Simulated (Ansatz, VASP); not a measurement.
# Pt (Pt wire along [110], 4 atoms a period): VASP beside Ansatz

One calculation is typed for both programs; each brings its own data sets. How far apart do they land? Of the first pair: The structure shown is the start of the Ansatz relaxation below; VASP solves that cell, so the two are compared at the walk's first step.

Program: Ansatz 0.2.0. Level of theory: plane waves, with VASP 6.6.1 beside it; PBE. Results are calculated unless marked as measured.

## Step 1: The structure

The cell holds 4 atoms: 4 Pt. Cell: a = 10.770 Å, b = 9.607 Å, c = 2.807 Å, α = 90.0°, β = 90.0°, γ = 90.0°. Vacuum lies along a and b. The structure's axis is c.

## Step 2: Ansatz: relaxation, PBE

Ansatz runs on its PAW soft_1 files.

The two programs are compared at the cell with which this relaxation starts, whose forces are those of its first step.

File input.yaml:

```yaml
crystal:
  lattice:
    - [10.77, 0.0, 0.0]
    - [0.0, 9.607, 0.0]
    - [0.0, 0.0, 2.8072139213]
  atoms:
    - { symbol: Pt, position: [0.315691736, 0.500011134, 0.0] }
    - { symbol: Pt, position: [0.684308264, 0.500011134, 0.0] }
    - { symbol: Pt, position: [0.5, 0.353908608, 0.5] }
    - { symbol: Pt, position: [0.5, 0.646113659, 0.5] }
kpoints:
  mp_grid: { grid: [1, 1, 29] }
scf:
  occupations: { method: fermi_dirac, width: 0.05 }
hamiltonian:
  xc: pbe
  pseudopotentials: { kind: paw, azcp: { folder: soft_1 } }
relax:
  cell: { fix: [a, b, alpha, beta, gamma] }
  max_steps: 45
  f_tol: 0.03
```

Launch:

```sh
$ ansatz run input.yaml --threads 4 --pin off --max-ram 16384MiB --backend cpu --events-out ev --progress --plain --runs-dir out
```

Numbers of over 12 decimals in the logs are rounded to 6 here.

What it wrote:

```text
Engine: ansatz 0.2.0, aarch64-unknown-linux-gnu
Pseudopotentials: kind: paw
Pseudopotential: Pt, paw, valence charge 18, recommended cutoff 420 eV (normal), soft_1/Pt.paw.azcp
Functional definition: PBE
  parameter kappa = 0.804
  parameter beta = 0.066725
  exchange = pbe_x(kappa = kappa, mu = beta*pi^2/3)
  correlation = pbe_c(beta = beta)
Crystal: 4 atoms, lattice volume = 290.455 Å³
Basis set: ecut = 420 eV, 5719 PW (Γ), exchange–correlation on 144×144×40 points (8 copies of the dense FFT grid, shifted against one another)
Bands: 44, of which v1, the nominal top of the filled ones, is band 36 counted from 1 (35 counted from 0)
Symmetry: 8 space group operations
Space group: Pmmm (ITA 47), of the structure as read, at distance tolerance 6.6e-5 Å
k-points: 15 of 29
Non-local potential: Pt, projectors of the file, l = 0: 3, l = 1: 2, l = 2: 2, l = 3: 1
PAW form: soft (Blöchl's): semilocal exchange-correlation on the pseudo side does not see the compensation charge
PAW one-centre angular grid: Pt, 590 points (default); XC on 64 Gauss nodes
Initial density: superposition of atomic densities (neutral atoms: chi_scale 0, normalization atom)
Initial wavefunctions: pseudopotential atomic-orbital guess
Functional: x = pbe(κ = 0.804, μ = 0.219515), c = pbe(β = 0.066725)
SCF iter   1: F=—  HF=-50093.645870 eV  |F-HF|=—  |Δ(HF+E_count)|=         —  Δρ=3.26e-2  dr2=3.30e0  ethr=3.10e-3  ⟨swp⟩=7.1  Hψ=2709  notcnv=0
preconditioner: auto → LDOS  [metal: Δε(μ)=0.018 eV  Ē_g=5.430 eV  σ=0.050 eV  W_gap=0.09  n_scr=36 (ndim 8)  ℏωp=13.8 eV  f_vac=0.639  D(μ)=12.06/eV (n_scr^D=106)  β→1.0]
SCF iter   2: F=—  HF=-50093.712763 eV  |F-HF|=—  |Δ(HF+E_count)|=   6.69e-2  Δρ=2.68e-2  dr2=4.21e0  ethr=3.10e-3  ⟨swp⟩=3.1  Hψ=1737  notcnv=0  defer=19
SCF iter   3: F=—  HF=-50092.691330 eV  |F-HF|=—  |Δ(HF+E_count)|=    1.02e0  Δρ=5.11e-3  dr2=9.93e-2  ethr=3.10e-3  ⟨swp⟩=2.9  Hψ=1414  notcnv=0  defer=21
SCF iter   4: F=—  HF=-50092.683349 eV  |F-HF|=—  |Δ(HF+E_count)|=   7.98e-3  Δρ=2.20e-3  dr2=2.98e-2  ethr=1.38e-4  ⟨swp⟩=2.1  Hψ=1163  notcnv=0  defer=22
SCF iter   5: F=—  HF=-50092.682104 eV  |F-HF|=—  |Δ(HF+E_count)|=   1.25e-3  Δρ=1.05e-3  dr2=7.85e-3  ethr=4.13e-5  ⟨swp⟩=2.1  Hψ=847  notcnv=0  defer=22
SCF iter   6: F=—  HF=-50092.681953 eV  |F-HF|=—  |Δ(HF+E_count)|=   1.50e-4  Δρ=4.92e-4  dr2=1.73e-3  ethr=1.09e-5  ⟨swp⟩=1.5  Hψ=647  notcnv=0  defer=22
SCF iter   7: F=—  HF=-50092.681870 eV  |F-HF|=—  |Δ(HF+E_count)|=   8.28e-5  Δρ=2.82e-4  dr2=4.83e-4  ethr=2.41e-6  ⟨swp⟩=1.9  Hψ=803  notcnv=0  defer=22
SCF iter   8: F=—  HF=-50092.681864 eV  |F-HF|=—  |Δ(HF+E_count)|=   5.97e-6  Δρ=1.15e-4  dr2=8.40e-5  ethr=6.70e-7  ⟨swp⟩=1.4  Hψ=654  notcnv=0  defer=22
SCF iter   9: F=—  HF=-50092.681947 eV  |F-HF|=—  |Δ(HF+E_count)|=   8.25e-5  Δρ=2.88e-5  dr2=4.99e-6  ethr=1.17e-7  ⟨swp⟩=1.7  Hψ=733  notcnv=0  defer=22
SCF iter  10: F=—  HF=-50092.681947 eV  |F-HF|=—  |Δ(HF+E_count)|=   9.48e-8  Δρ=8.10e-6  dr2=2.44e-7  ethr=6.93e-9  ⟨swp⟩=2.0  Hψ=846  notcnv=0  defer=22
SCF iter  11: F=-50092.681947 eV  HF=-50092.681947 eV  |F-HF|=1.87e-8  |Δ(HF+E_count)|=   8.49e-8  Δρ=3.21e-6  dr2=2.95e-8  ethr=1.39e-10  ⟨swp⟩=5.0  Hψ=2392  notcnv=0
SCF 1 converged in 11 iterations: F = -50092.681947 eV  dr2 = 2.95e-8
  greatest PAW one-centre occupation: 1.000 electrons in one spin orbital (limit 2), on the Pt atom at site 3 (counted from 0), in its partial waves of l = 0
relax step   1: F+E_penalty+E_count = -50092.68194703 eV  Δ(F+E_penalty+E_count) = +0.000e0 eV  max|allowed force component| = 1.225e0 eV/Å  Δτ_max = 0.0000 Å  P = -3.983 GPa  Ω = 290.455 Å³  fix = [a, b, alpha, beta, gamma]  reactions: a -2.649, b -1.353 GPa  (11 SCF iters, dr2 threshold 1.00e-7 eV, accepted)
[...]
relax step   5: F+E_penalty+E_count = -50093.52758708 eV  Δ(F+E_penalty+E_count) = -2.315e-2 eV  max|allowed force component| = 2.095e-2 eV/Å  Δτ_max = 0.1397 Å  P = +0.198 GPa  Ω = 266.192 Å³  energy of the carried Pulay correction = +2.318e-3 eV  fix = [a, b, alpha, beta, gamma]  reactions: a +0.039, b +0.132 GPa  (8 SCF iters, dr2 threshold 4.00e-7 eV, accepted)
[...]
relax step   6: F+E_penalty+E_count = -50093.52918290 eV  Δ(F+E_penalty+E_count) = -1.596e-3 eV  max|allowed force component| = 7.619e-3 eV/Å  Δτ_max = 0.0347 Å  P = +0.050 GPa  Ω = 266.974 Å³  energy of the carried Pulay correction = +2.241e-3 eV  fix = [a, b, alpha, beta, gamma]  reactions: a +0.029, b +0.104 GPa  (8 SCF iters, dr2 threshold 4.00e-7 eV, accepted)
[...]
relax step   7: F+E_penalty+E_count = -50093.52523587 eV  Δ(F+E_penalty+E_count) = +3.947e-3 eV  max|allowed force component| = 8.570e-3 eV/Å  Δτ_max = 0.0000 Å  P = +0.058 GPa  Ω = 266.974 Å³  fix = [a, b, alpha, beta, gamma]  reactions: a +0.033, b +0.108 GPa  stress off target by 3.27e-2 GPa on what of the cell is left free  SCF on the basis re-selected at this cell (its energy is not comparable with the rows above)  (8 SCF iters)
basis re-selected at this cell: Δ(F+E_penalty+E_count) = +3.947e-3 eV, ΔP = +0.008 GPa vs the last step (what re-selecting the basis moved, of the pressure what is left beyond the Pulay correction that the steps carried, after the strain that the cell walked since its last selection, with what the two solves' SCF thresholds leave and, on support functions, any second-order correction that the steps lacked; it is no measure of the basis error at this ecutwfc). The dense FFT grid was sized anew with the basis: this SCF ran on 72×72×18 points, the steps before it on 72×72×20, so part of this shift can come from that change (see relax.cell in the input reference). [rest of the remark cut]
SCF converged after 8 iterations
Free energy (F): -50093.525236 eV
Harris-Foulkes:  -50093.525236 eV  (|F-HF|=0.00e0)
Internal energy: -50093.463442 eV  (E = F + TS)
E sigma→0 (E₀):  -50093.494339 eV
Entropy (-TS):   -0.061794 eV (-15.448 meV/atom)
Fermi energy:    1.012707 eV
--- Per-component energies (eV) ---
  E_band       = -2063.981020
  E_kinetic    = 2386.680469
  E_local      = -31668.062640  (includes V_loc(G=0)·N_el)
  E_nonlocal   = 818.089752
  E_hartree    = 14374.782560
  E_xc         = -923.003979
  E_vxc        = -1076.350040  (∫ρ·V_xc dr)
  E_paw        = -37937.331524  (= ΣΔE_a)
  E_vpaw       = -1273.908411  (= ΣTr[D̂ρ^β])
  E_aug_tail   = 0.004484  (compensation charges beyond the density's cutoff)
  E_ewald      = 2855.377435
  E_smearing   = -0.061794  (= −TS)
  E_closure    = -0.000000  (closes the sum)
  Σ components = -50093.525236   (vs F -50093.525236, Δ=0.00e0)
--- Forces (eV/Å), atoms counted from 1 ---
  atom   1  Pt    -0.00283503     0.00000000     0.00000000
  atom   2  Pt     0.00283503    -0.00000000    -0.00000000
  atom   3  Pt     0.00000000    -0.00856994     0.00000000
  atom   4  Pt     0.00000000     0.00856994     0.00000000
  max |Σ_I F_I| component: 4.34e-19 eV/Å
--- Stress (GPa, compression-positive) ---
        0.033071       0.000000      -0.000000
        0.000000       0.107941       0.000000
       -0.000000       0.000000       0.032709
  P = ⅓ Tr σ = 0.0579 GPa (0.579 kbar)
--- Relaxed structure (6 steps of the walk, 6 accepted, 1 SCFs on fresh bases) ---
  F+E_penalty+E_count = -50093.52523587 eV   max|allowed force component| = 8.570e-3 eV/Å   (the final SCF, on the basis selected at the relaxed cell)
  cell:  # Å, volume = 266.9743 Å³
    - [10.77, 0, 0]
    - [0, 9.607, 0]
    - [0, 0, 2.580275]
  atoms:
    - { symbol: Pt, position: [0.340623, 0.50001113375, 0] }
    - { symbol: Pt, position: [0.659377, 0.50001113375, 0] }
    - { symbol: Pt, position: [0.5, 0.330301, 0.5] }
    - { symbol: Pt, position: [0.5, 0.669722, 0.5] }
```

## Step 3: VASP: single point, PBE, start cell, pair 1

The same cell, functional, mesh and smearing now go to VASP, with its own data sets.

Lines of VASP's logs that name or quote its potential files are left out, and so is its time.

File INCAR:

```
SYSTEM = Pt
PREC = Accurate
ENCUT = 400
EDIFF = 1E-06
NELM = 120
ISMEAR = -1
SIGMA = 0.05
LREAL = .FALSE.
ALGO = Normal
GGA = PE
NBANDS = 26
LASPH = .TRUE.
LORBIT = 11
LWAVE = .FALSE.
LCHARG = .FALSE.
ISIF = 2
GGA_COMPAT = .FALSE.
```

File POSCAR:

```
Pt
1.0
   10.7700000000      0.0000000000      0.0000000000
    0.0000000000      9.6070000000      0.0000000000
    0.0000000000      0.0000000000      2.8072140000
Pt
4
Direct
    0.3156917363      0.5000111377      0.0000000000
    0.6843082637      0.5000111377      0.0000000000
    0.5000000000      0.3539086083      0.5000000000
    0.5000000000      0.6461136671      0.5000000000
```

File KPOINTS:

```
Automatic mesh
0
Gamma
1 1 29
0 0 0
```

Potentials, in the order of the species: Pt (PBE family, release 64).

Launch:

```sh
$ mpirun -np 1 vasp_std
```

What it wrote:

```text
[banner, memory and clock lines left out]
running    1 mpi-ranks, on    1 nodes
 distrk:  each k-point on    1 cores,    1 groups
 distr:  one band on    1 cores,    1 groups

 POSCAR found type information on POSCAR Pt
 POSCAR found :  1 types and       4 ions
 LDA part: xc-table for (Slater+PW92), standard interpolation
 POSCAR, INCAR and KPOINTS ok, starting setup
 FFT: planning ... GRIDC
 FFT: planning ... GRID_SOFT
 FFT: planning ... GRID
 WAVECAR not read
 entering main loop
       N       E                     dE             d eps       ncg     rms          rms(c)
DAV:   1     0.228235991720E+03    0.22824E+03   -0.13132E+04   780   0.978E+02
DAV:   2     0.349204373039E+00   -0.22789E+03   -0.21648E+03  1142   0.195E+02
DAV:   3    -0.187135250357E+02   -0.19063E+02   -0.18331E+02   942   0.586E+01
DAV:   4    -0.192781403398E+02   -0.56462E+00   -0.55249E+00   974   0.970E+00
DAV:   5    -0.193005073520E+02   -0.22367E-01   -0.21976E-01  1004   0.175E+00    0.129E+01
DAV:   6    -0.183349479717E+02    0.96556E+00   -0.30602E+00   824   0.104E+01    0.736E+00
DAV:   7    -0.182670264882E+02    0.67921E-01   -0.35097E-01   796   0.260E+00    0.259E+00
DAV:   8    -0.182803193761E+02   -0.13293E-01   -0.11519E-01   856   0.205E+00    0.151E+00
DAV:   9    -0.182638717040E+02    0.16448E-01   -0.15481E-01   858   0.242E+00    0.714E-01
DAV:  10    -0.182595456345E+02    0.43261E-02   -0.17600E-02   846   0.812E-01    0.838E-02
DAV:  11    -0.182594178696E+02    0.12776E-03   -0.49170E-04   850   0.119E-01    0.466E-02
DAV:  12    -0.182593339815E+02    0.83888E-04   -0.12303E-04   870   0.707E-02    0.252E-02
DAV:  13    -0.182593092254E+02    0.24756E-04   -0.89477E-05   792   0.414E-02    0.178E-02
DAV:  14    -0.182593679728E+02   -0.58747E-04   -0.23569E-05   832   0.264E-02    0.746E-03
DAV:  15    -0.182594270485E+02   -0.59076E-04   -0.63900E-06   758   0.138E-02    0.502E-03
DAV:  16    -0.182594699989E+02   -0.42950E-04   -0.22869E-06   636   0.641E-03    0.261E-03
DAV:  17    -0.182595070268E+02   -0.37028E-04   -0.31365E-06   648   0.500E-03    0.150E-03
DAV:  18    -0.182595110183E+02   -0.39915E-05   -0.40303E-07   568   0.194E-03    0.818E-04
DAV:  19    -0.182595114290E+02   -0.41073E-06   -0.10149E-07   534   0.114E-03
   1 F= -.18259511E+02 E0= -.18202152E+02  d E =-.114718E+00
```

(Part 1 of 2 ends here.)

[Lines on the potential files, build, host, timing and source positions are cut from VASP's logs without a mark.]

[Logs are printed without paths, hosts, clocks, repeated set-up lines and the standing remarks that a program may print on its own settings, such as how far it seeks lower states.]

[Hosts, paths, dates, database ids (printed as entryN), source tags and the programs' standing remarks are cut or masked in the printed files.]
